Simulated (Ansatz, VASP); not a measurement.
**BaV2Ni2H8: VASP beside Ansatz**

The input POSCAR:

```
BaV2Ni2H8
1.0
    2.4264660000      4.2027590000      0.0000000000
   -2.4264660000      4.2027590000      0.0000000000
    0.0000000000     -2.8018400000      7.1706150000
Ba V Ni H
1 2 2 8
Direct
    0.0000000000      0.0000000000      0.0000000000
    0.4245800000      0.4245800000      0.2737400000
    0.5754200000      0.5754200000      0.7262600000
    0.1697200000      0.1697200000      0.5091600000
    0.8302800000      0.8302800000      0.4908400000
    0.3507000000      0.3507000000      0.0521000000
    0.6493000000      0.6493000000      0.9479000000
    0.8775000000      0.5655000000      0.6585000000
    0.2155000000      0.8775000000      0.6585000000
    0.5655000000      0.2155000000      0.6585000000
    0.1225000000      0.4345000000      0.3415000000
    0.7845000000      0.1225000000      0.3415000000
    0.4345000000      0.7845000000      0.3415000000
```

Contents of INCAR.step1:

```
PREC = Accurate
ENCUT = 520
ISMEAR = -1
SIGMA = 0.1
LREAL = False
LASPH = True
NELM = 100
NBANDS = 44
GGA = PE
ALGO = Normal
EDIFF = 1E-4
LWAVE = True
LCHARG = False
```

The input INCAR.step2:

```
PREC = Accurate
ENCUT = 520
EDIFF = 1E-6
ISMEAR = -1
SIGMA = 0.1
LREAL = False
LASPH = True
NELM = 100
ALGO = Normal
ISIF = 2
LWAVE = False
LCHARG = True
METAGGA = R2SCAN
LMIXTAU = True
LELF = True
LVHAR = True
NBANDS = 44
ISTART = 1
```

Contents of KPOINTS:

```
regular mesh
0
Gamma
  5 5 5
```

Input for Ansatz:

```yaml
crystal:
  lattice:
    - [2.426466, 4.202759, 0.0]
    - [-2.426466, 4.202759, 0.0]
    - [0.0, -2.80184, 7.170615]
  atoms:
    - { symbol: Ba, position: [0.0, 0.0, 0.0] }
    - { symbol: V, position: [0.42458, 0.42458, 0.27374] }
    - { symbol: V, position: [0.57542, 0.57542, 0.72626] }
    - { symbol: Ni, position: [0.16972, 0.16972, 0.50916] }
    - { symbol: Ni, position: [0.83028, 0.83028, 0.49084] }
    - { symbol: H, position: [0.3507, 0.3507, 0.0521] }
    - { symbol: H, position: [0.6493, 0.6493, 0.9479] }
    - { symbol: H, position: [0.8775, 0.5655, 0.6585] }
    - { symbol: H, position: [0.2155, 0.8775, 0.6585] }
    - { symbol: H, position: [0.5655, 0.2155, 0.6585] }
    - { symbol: H, position: [0.1225, 0.4345, 0.3415] }
    - { symbol: H, position: [0.7845, 0.1225, 0.3415] }
    - { symbol: H, position: [0.4345, 0.7845, 0.3415] }
  symmetry: { tolerance: 0.0003 }
kpoints:
  mp_grid: { grid: [5, 5, 5], shift: [0, 0, 0] }
  band_path:
    path:
      - [0.0, 0.0, 0.0]
      - [0.0, 0.0, -0.5]
      - [0.30788714, -0.30788714, -0.5]
      - [0.38422571, -0.30788714, -0.19211286]
      - [0.0, -0.5, 0.0]
      - [0.0, 0.0, 0.0]
      - [0.34605643, -0.34605643, 0.0]
      - [0.34605643, -0.30788714, -0.34605643]
      - [0.5, 0.0, -0.5]
      - [0.0, 0.0, 0.0]
    npoints: 7
magnetization:
  spin_polarized: false
scf:
  occupations: { method: fermi_dirac }
  lower_state_search: "off"
  max_iter: 200
hamiltonian:
  pseudopotentials: { kind: paw }
  xc: r2scan
basis:
  ecutwfc: 500
  fft_grid_basis: typed
output:
  forces: true
  stress: true
  eigenvalues: true
  populations: true
  elf: true
  write_potential: true
  volumetric_format: npy
  dos:
    e_range: [-12, 8]
    de: 0.05
    projected: { site_lists: { Ba: [Ba], H: [H], Ni: [Ni], V: [V] } }
checkpoint:
  read: saved_state
```

The cell was built by a generator and needn't be a form met in nature.

Alike in both runs: task single point; functional r2SCAN; k mesh 5 × 5 × 5; no spin polarisation.

|  | VASP | Ansatz |
| --- | --- | --- |
| version | VASP 6.6.1 | Ansatz 0.2.0 |
| potentials or method | VASP PAW PBE potentials, release 64 (Ba_sv, V_sv, Ni, H) | PAW plane waves |
| plane-wave cutoff (eV) | 520 | 500 |
| occupations | fermi-dirac, width 0.1 eV | fermi-dirac |
| valence electrons in the cell | 64 | 80 |

|  | VASP | Ansatz | Ansatz less VASP |
| --- | --- | --- | --- |
| pressure (GPa) | -5.7 | -5.9 | -0.18 |
| largest component of the traceless stress (GPa) | 2.43 | 2.43 | -0.007 |
| rms of the force components (eV/Å) | 0.971 | 0.965 | -0.0065 |

Atom by atom the forces differ by 0.009 eV/Å (rms over components). The two sets of potentials don't hold the same shells in valence. Ansatz warned: «structure_snapped_to_symmetry».

Caveats: the PAW data sets were made with another functional, which shifts forces and pressure a little (VASP). The runs have no spin-orbit coupling, so splittings on Ba are missing. Spin polarisation is off, so any magnetic state and its effect on volume and gap are missing.
